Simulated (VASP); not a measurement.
Output of a VASP run:

### OSZICAR
```
       N       E                     dE             d eps       ncg     rms          rms(c)
DAV:   1     0.201202698697E+03    0.20120E+03   -0.10643E+04   828   0.316E+03
DAV:   2     0.234960769202E+02   -0.17771E+03   -0.17322E+03   720   0.614E+02
DAV:   3    -0.764922092574E+01   -0.31145E+02   -0.30776E+02   808   0.169E+02
DAV:   4    -0.899252657479E+01   -0.13433E+01   -0.13401E+01   840   0.422E+01
DAV:   5    -0.901359107601E+01   -0.21065E-01   -0.21060E-01   784   0.550E+00    0.326E+00
DAV:   6    -0.895365395393E+01    0.59937E-01   -0.25395E-02   792   0.164E+00    0.195E+00
DAV:   7    -0.891981857671E+01    0.33835E-01   -0.60380E-02   784   0.227E+00    0.309E-01
DAV:   8    -0.892094474395E+01   -0.11262E-02   -0.50825E-03   780   0.810E-01    0.130E-01
DAV:   9    -0.892200897696E+01   -0.10642E-02   -0.11777E-03   756   0.322E-01    0.247E-02
DAV:  10    -0.892204879792E+01   -0.39821E-04   -0.99353E-05   856   0.169E-01    0.997E-03
DAV:  11    -0.892205752747E+01   -0.87296E-05   -0.10914E-05   748   0.327E-02    0.448E-03
DAV:  12    -0.892206015869E+01   -0.26312E-05   -0.28363E-06   620   0.112E-02    0.213E-03
DAV:  13    -0.892206031224E+01   -0.15355E-06   -0.86522E-08   440   0.259E-03
   1 F= -.89220603E+01 E0= -.89218080E+01  d E =-.504610E-03  mag=    -0.0000     0.0000     0.0000
```

### OUTCAR
```
------------------------ aborting loop because EDIFF is reached ----------------------------------------
  FORCE on cell =-STRESS in cart. coord.  units (eV):
  Direction    XX          YY          ZZ          XY          YZ          ZX
  --------------------------------------------------------------------------------------
  Total        0.7081022      0.7081022      0.7081022     -0.0000000      0.0000000     -0.0000000
  in kB       25.0540346     25.0540346     25.0540346     -0.0000000      0.0000000     -0.0000000
  external PRESSURE =      25.0540346 kB  Pullay stress =       0.0000000 kB
  volume of cell :       45.28
      direct lattice vectors                 reciprocal lattice vectors
     0.000000000  2.829000000  2.829000000    -0.176740898  0.176740898  0.176740898
     2.829000000  0.000000000  2.829000000     0.176740898 -0.176740898  0.176740898
     2.829000000  2.829000000  0.000000000     0.176740898  0.176740898 -0.176740898
 POSITION                                       TOTAL-FORCE (eV/Angst)
 -----------------------------------------------------------------------------------
      0.00000      0.00000      0.00000         0.000000      0.000000      0.000000
      1.41450      1.41450      1.41450        -0.000000     -0.000000     -0.000000
 -----------------------------------------------------------------------------------
    total drift:                               -0.000000      0.000000      0.000000
  FREE ENERGIE OF THE ION-ELECTRON SYSTEM (eV)
  ---------------------------------------------------
  free  energy   TOTEN  =        -8.9220603122 eV

  energy  without entropy=       -8.9215557019  energy(sigma->0) =       -8.92180801

 total charge

# of ion       s       p       d       tot
------------------------------------------
    1        1.124   1.276  10.024  12.423
    2        1.124   1.276  10.024  12.423
--------------------------------------------------
tot          2.247   2.552  20.048  24.847

 magnetization (x)

# of ion       s       p       d       tot
------------------------------------------
    1       -0.000  -0.000  -0.000  -0.000
    2       -0.000  -0.000  -0.000  -0.000
--------------------------------------------------
tot         -0.000  -0.000  -0.000  -0.000

 magnetization (y)

# of ion       s       p       d       tot
------------------------------------------
    1        0.000  -0.000   0.000  -0.000
    2       -0.000  -0.000   0.000  -0.000
--------------------------------------------------
tot         -0.000  -0.000   0.000  -0.000

 magnetization (z)

# of ion       s       p       d       tot
------------------------------------------
    1       -0.000  -0.000  -0.000  -0.000
    2        0.000  -0.000  -0.000  -0.000
--------------------------------------------------
tot          0.000  -0.000  -0.000  -0.000

 Ion:    1  E_soc:     -0.0186241

 Ion:    2  E_soc:     -0.0186241
```
(Selected blocks of OUTCAR.)

**POSCAR**
```
Ge
1
    0.0000000000     2.8290000000     2.8290000000
    2.8290000000     0.0000000000     2.8290000000
    2.8290000000     2.8290000000     0.0000000000
Ge
2
Direct
  0.0000000000   0.0000000000   0.0000000000
  0.2500000000   0.2500000000   0.2500000000
```

Write an INCAR and KPOINTS that could have produced this output.

One answer among several that fit: the input of the run itself, PBE GGA with spin-orbit coupling, plane waves, VASP's PBE PAW potentials (set 64).

### KPOINTS
```
Automatic mesh
0
Gamma
5 5 5
0 0 0
```

INCAR:
```
SYSTEM  =  Ge
PREC  =  Accurate; ENCUT  =  300; LREAL  =  .False.
LASPH  =  .True.
EDIFF  =  1E-6; NELM  =  100; ALGO  =  Normal
LMAXMIX  =  4
ISMEAR  =  -1; SIGMA  =  0.02
GGA  =  PE; GGA_COMPAT  =  .False.
MAGMOM  =  6*0.0; LSORBIT  =  .True.; LNONCOLLINEAR  =  .True.
ISIF  =  2
LWAVE  =  .False.; LCHARG  =  .False.; LORBIT  =  11
```

POTCAR, in this order: Ge_d (PBE.64 set). Program: vasp_ncl.

At this cut-off the stress carries a Pulay error, which pulls relaxed volumes low.

The structure is a typed Ge crystal (Fd-3m). The cell was not relaxed at this level. The k-mesh is coarse (spacing up to 0.38 per Å, 2π included), so the numbers may not be converged in it. The run is one of a series of settings (GGA_COMPAT = .FALSE., LNONCOLLINEAR = .TRUE., LSORBIT = .TRUE., MAGMOM = 0.0 0.0 0.0 0.0 0.0 0.0, program vasp_ncl against the base run), some of them coarse on purpose.
